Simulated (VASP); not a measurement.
Energy against volume of KBr (rock salt). All values below come from revPBE GGA, VASP's PBE PAW potentials (set 64) (plane waves; VASP). Settings: 520 eV cut-off, 7×7×7 Γ-centred mesh, Gaussian smearing of 0.050 eV, potentials K_sv Br.

```
V (Å³/atom)  E (eV/atom)
-----------  -----------
38.485          -2.95414
39.713          -2.95857
40.942          -2.96007
42.170          -2.95912
```

Question: Fit these four points and predict the energy of the run at 43.398 Å³/atom.

Answer: A cubic in V^(−2/3), the third-order Birch-Murnaghan form, passes through the four points with V0 = 41.04 Å³/atom and B0 = 10 GPa, and gives -2.9561 eV/atom there. The run gave -2.9561 eV/atom, +0.0 meV/atom from the fit; all five points give B0 = 11 GPa.

The compound is KBr in the rock salt structure. It was relaxed first, which changed the volume by +14 %.
